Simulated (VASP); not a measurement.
These are PBEsol GGA, VASP's PBE PAW potentials (set 64) (plane waves; VASP 6.6.1) values and carry that method's errors.

VASP ran on this input.

### POSCAR
```
Rh
1
    2.4860100000     0.0000000000     0.0000000000
    0.0000000000     2.4860100000     0.0000000000
    0.0000000000     0.0000000000     2.4860100000
Rh
1
Direct
  0.0000000000   0.0000000000   0.0000000000
```

File KPOINTS:
```
Automatic mesh
0
Gamma
13 13 13
0 0 0
```

**INCAR**
```
SYSTEM = Rh
PREC = Accurate; ENCUT = 300; LREAL = .FALSE.
LASPH = .TRUE.
EDIFF = 1E-6; NELM = 100; ALGO = Normal
LMAXMIX = 4
ISMEAR = -1; SIGMA = 0.1
GGA = PS
ISIF = 2
LWAVE = .FALSE.; LCHARG = .FALSE.
```

POTCAR, in this order: Rh_pv (PBE.64 set). Program: vasp_std.

The run wrote:

OUTCAR:
```
 ion  position               nearest neighbor table
   1  0.000  0.000  0.000-
  LATTYP: Found a simple cubic cell.
 ALAT       =     2.4860100000
 Subroutine PRICEL returns:
 Original cell was already a primitive cell.
 Subroutine GETGRP returns: Found 48 space group operations
The static configuration has the point symmetry O_h .
The dynamic configuration has the point symmetry O_h .
 Subroutine INISYM returns: Found 48 space group operations
 Subroutine IBZKPT returns following result:
 Found     84 irreducible k-points:

 Following reciprocal coordinates:
            Coordinates               Weight
  0.000000  0.000000  0.000000      1.000000
  0.076923  0.000000  0.000000      6.000000
  0.153846  0.000000  0.000000      6.000000
  0.230769  0.000000  0.000000      6.000000
  0.307692  0.000000  0.000000      6.000000
  0.384615  0.000000  0.000000      6.000000
  0.461538  0.000000  0.000000      6.000000
  0.076923  0.076923  0.000000     12.000000
  0.153846  0.076923  0.000000     24.000000
  0.230769  0.076923  0.000000     24.000000
...
```

OSZICAR:
```
       N       E                     dE             d eps       ncg     rms          rms(c)
DAV:   1     0.717536663246E+02    0.71754E+02   -0.72423E+03  1978   0.967E+02
DAV:   2    -0.671526103932E+01   -0.78469E+02   -0.74721E+02  1953   0.289E+02
DAV:   3    -0.764296527816E+01   -0.92770E+00   -0.92412E+00  2100   0.361E+01
DAV:   4    -0.764812080545E+01   -0.51555E-02   -0.51551E-02  2016   0.269E+00
DAV:   5    -0.764820107220E+01   -0.80267E-04   -0.80267E-04  2117   0.309E-01    0.951E+00
DAV:   6    -0.729847804134E+01    0.34972E+00   -0.90599E-01  1929   0.134E+01    0.365E+00
DAV:   7    -0.728948243388E+01    0.89956E-02   -0.71935E-03  2070   0.837E-01    0.185E+00
DAV:   8    -0.728698131460E+01    0.25011E-02   -0.16663E-03  1986   0.646E-01    0.859E-02
DAV:   9    -0.728695017187E+01    0.31143E-04   -0.23321E-05  2145   0.618E-02    0.325E-02
DAV:  10    -0.728695099918E+01   -0.82731E-06   -0.11664E-06  1641   0.129E-02
   1 F= -.72869510E+01 E0= -.72597497E+01  d E =-.544026E-01
```

### OUTCAR
```
------------------------ aborting loop because EDIFF is reached ----------------------------------------
  FORCE on cell =-STRESS in cart. coord.  units (eV):
  Direction    XX          YY          ZZ          XY          YZ          ZX
  --------------------------------------------------------------------------------------
  Total        0.3471012      0.3471012      0.3471012     -0.0000000      0.0000000     -0.0000000
  in kB       36.1957932     36.1957932     36.1957932     -0.0000000      0.0000000     -0.0000000
  external PRESSURE =      36.1957932 kB  Pullay stress =       0.0000000 kB
  volume of cell :       15.36
      direct lattice vectors                 reciprocal lattice vectors
     2.486010000  0.000000000  0.000000000     0.402250997  0.000000000  0.000000000
     0.000000000  2.486010000  0.000000000     0.000000000  0.402250997  0.000000000
     0.000000000  0.000000000  2.486010000     0.000000000  0.000000000  0.402250997
 POSITION                                       TOTAL-FORCE (eV/Angst)
 -----------------------------------------------------------------------------------
      0.00000      0.00000      0.00000         0.000000      0.000000      0.000000
 -----------------------------------------------------------------------------------
    total drift:                                0.000000     -0.000000     -0.000000
  FREE ENERGIE OF THE ION-ELECTRON SYSTEM (eV)
  ---------------------------------------------------
  free  energy   TOTEN  =        -7.2869509992 eV

  energy  without entropy=       -7.2325483977  energy(sigma->0) =       -7.25974970
```
(Selected blocks of OUTCAR.)

At this cut-off the stress carries a Pulay error, which pulls relaxed volumes low.

The structure was generated: Rh was put into an ordered model structure (Pm-3m), which need not be its known phase. The cell was not relaxed at this level. The run is one of a series of settings (GGA = PS against the base run), some of them coarse on purpose.
